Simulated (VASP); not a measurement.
Given:

```yaml
crystal:
  lattice:
    - [3.03113, 0.00000, 0.00000]
    - [-1.51556, 2.62503, 0.00000]
    - [0.00000, 0.00000, 5.19962]
  atoms:
    - { symbol: Zn, position: [0.00000, 0.00000, 0.00000] }
    - { symbol: Zn, position: [0.00000, 0.00000, 0.50000] }
    - { symbol: O, position: [0.33333, 0.66667, 0.25000] }
    - { symbol: O, position: [0.66667, 0.33333, 0.75000] }
```

The numbers are results of PBE GGA, VASP's PBE PAW potentials (set 64) (plane waves; VASP 6.6.1), not measurements. Settings: 520 eV cut-off, 9×9×5 Γ-centred mesh, tetrahedra with Blöchl corrections, potentials Zn O.

The cores are frozen, which limits the accuracy of field gradients.

**Question.** Give the principal components of the electric field gradient (V/Å²) and the asymmetry η at each nucleus.

**Answer.** 
| atom | Vxx | Vyy | Vzz | η |
|---|---|---|---|---|
| Zn1 | 6.7 | 6.7 | -13.5 | 0.00 |
| Zn2 | 6.7 | 6.7 | -13.5 | 0.00 |
| O3 | -6.5 | -6.5 | 13.0 | 0.00 |
| O4 | -6.5 | -6.5 | 13.0 | 0.00 |

The structure was generated: ZnO was put into the NiAs type type (P6_3/mmc), which need not be its known phase. It was relaxed first, which changed the volume by +28 %.
